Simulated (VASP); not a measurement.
Output of a VASP run:

OSZICAR:
```
       N       E                     dE             d eps       ncg     rms          rms(c)
DAV:   1     0.220363880015E+01    0.22036E+01   -0.31475E+03   384   0.751E+02
DAV:   2    -0.182237737492E+02   -0.20427E+02   -0.19986E+02   504   0.835E+01
DAV:   3    -0.188927888484E+02   -0.66902E+00   -0.66902E+00   496   0.213E+01
DAV:   4    -0.188940878201E+02   -0.12990E-02   -0.12990E-02   584   0.982E-01
DAV:   5    -0.188940905364E+02   -0.27162E-05   -0.27161E-05   512   0.327E-02    0.659E+00
DAV:   6    -0.179672150625E+02    0.92688E+00   -0.71484E-01   400   0.511E+00    0.340E+00
DAV:   7    -0.176384104965E+02    0.32880E+00   -0.97762E-01   400   0.648E+00    0.493E-01
DAV:   8    -0.176470471684E+02   -0.86367E-02   -0.18870E-02   432   0.109E+00    0.975E-02
DAV:   9    -0.176468743096E+02    0.17286E-03   -0.79806E-04   544   0.205E-01    0.191E-02
DAV:  10    -0.176468931183E+02   -0.18809E-04   -0.39093E-05   448   0.549E-02    0.104E-02
DAV:  11    -0.176468916971E+02    0.14212E-05   -0.62202E-06   504   0.134E-02    0.180E-03
DAV:  12    -0.176468916943E+02    0.27917E-08   -0.19163E-07   464   0.364E-03
   1 F= -.18233383E+02 E0= -.18233383E+02  d E =-.182334E+02
       N       E                     dE             d eps       ncg     rms          rms(c)
DAV:   1    -0.176469561741E+02   -0.64477E-04   -0.43694E-04   504   0.161E-01    0.920E-03
DAV:   2    -0.176469560598E+02    0.11436E-06   -0.24842E-06   408   0.136E-02    0.575E-03
DAV:   3    -0.176469559645E+02    0.95297E-07   -0.13478E-06   488   0.769E-03    0.605E-04
DAV:   4    -0.176469559912E+02   -0.26733E-07   -0.28345E-08   208   0.134E-03
   2 F= -.18233457E+02 E0= -.18233457E+02  d E =-.738355E-04
       N       E                     dE             d eps       ncg     rms          rms(c)
DAV:   1    -0.176470131448E+02   -0.57180E-04   -0.15176E-03   504   0.299E-01    0.171E-02
DAV:   2    -0.176470129530E+02    0.19182E-06   -0.86037E-06   400   0.254E-02    0.107E-02
DAV:   3    -0.176470128799E+02    0.73094E-07   -0.46415E-06   456   0.143E-02    0.112E-03
DAV:   4    -0.176470129410E+02   -0.61030E-07   -0.10087E-07   344   0.249E-03
   3 F= -.18233532E+02 E0= -.18233532E+02  d E =-.148545E-03
```

**OUTCAR**
```
------------------------ aborting loop because EDIFF is reached ----------------------------------------
  Edisp (eV):   -0.58652
  FORCE on cell =-STRESS in cart. coord.  units (eV):
  Direction    XX          YY          ZZ          XY          YZ          ZX
  --------------------------------------------------------------------------------------
  Total      -0.08539    -0.08539    -0.05743     0.00000     0.00000     0.00000
  in kB      -2.29183    -2.29183    -1.54127     0.00000     0.00000     0.00000
  external pressure =       -2.04 kB  Pullay stress =        0.00 kB
  volume of cell :       59.70
      direct lattice vectors                 reciprocal lattice vectors
     4.466064486 -0.000000000  0.000000000     0.223910784  0.000000000  0.000000000
     0.000000000  4.466064486  0.000000000     0.000000000  0.223910784  0.000000000
     0.000000000  0.000000000  2.992953128     0.000000000  0.000000000  0.334118163
 POSITION                                       TOTAL-FORCE (eV/Angst)
 -----------------------------------------------------------------------------------
      0.00000      0.00000      0.00000         0.000000      0.000000     -0.000000
      2.23303      2.23303      1.49648         0.000000      0.000000     -0.000000
      1.35823      1.35823      0.00000         0.001725      0.001725      0.000000
      3.59126      0.87481      1.49648         0.001725     -0.001725     -0.000000
      0.87481      3.59126      1.49648        -0.001725      0.001725      0.000000
      3.10784      3.10784      0.00000        -0.001725     -0.001725     -0.000000
 -----------------------------------------------------------------------------------
    total drift:                                0.000000     -0.000000     -0.000000
  FREE ENERGIE OF THE ION-ELECTRON SYSTEM (eV)
  ---------------------------------------------------
  free  energy   TOTEN  =       -18.2335316032 eV

  energy  without entropy=      -18.2335316032  energy(sigma->0) =      -18.23353160

 reached required accuracy - stopping structural energy minimisation
```
(Selected blocks of OUTCAR.)

POSCAR:
```
MgH2
1
    4.4703757565     0.0000000000     0.0000000000
    0.0000000000     4.4703757565     0.0000000000
    0.0000000000     0.0000000000     2.9871830502
Mg H
2 4
Direct
  0.0000000000   0.0000000000   0.0000000000
  0.5000000000   0.5000000000   0.5000000000
  0.3041313471   0.3041313471   0.0000000000
  0.8041313471   0.1958686529   0.5000000000
  0.1958686529   0.8041313471   0.5000000000
  0.6958686529   0.6958686529   0.0000000000
```

### Question
Reconstruct the remaining input files.

### Answer
This is not unique; one that fits is the input of the run itself, PBE GGA with D4 dispersion, plane waves, VASP's PBE PAW potentials (set 64).

KPOINTS:
```
Automatic mesh
0
Gamma
5 5 7
0 0 0
```

INCAR:
```
! general
SYSTEM = MgH2
PREC   = Accurate
ENCUT  = 520
LREAL  = F
LASPH  = T

! electronic loop
EDIFF  = 1E-7
NELM   = 100
ALGO   = Normal

! smearing
ISMEAR = 0
SIGMA  = 0.05

! functional
GGA    = PE
IVDW   = 13

! ions
IBRION = 2
NSW    = 30
ISIF   = 4
EDIFFG = -0.01

! output
LWAVE  = F
LCHARG = F
```

POTCAR, in this order: Mg H (PBE.64 set). Program: vasp_std.

The compound is MgH2 in the rutile structure. This run relaxes it. Symmetry was kept, so distortions that lower it aren't found.
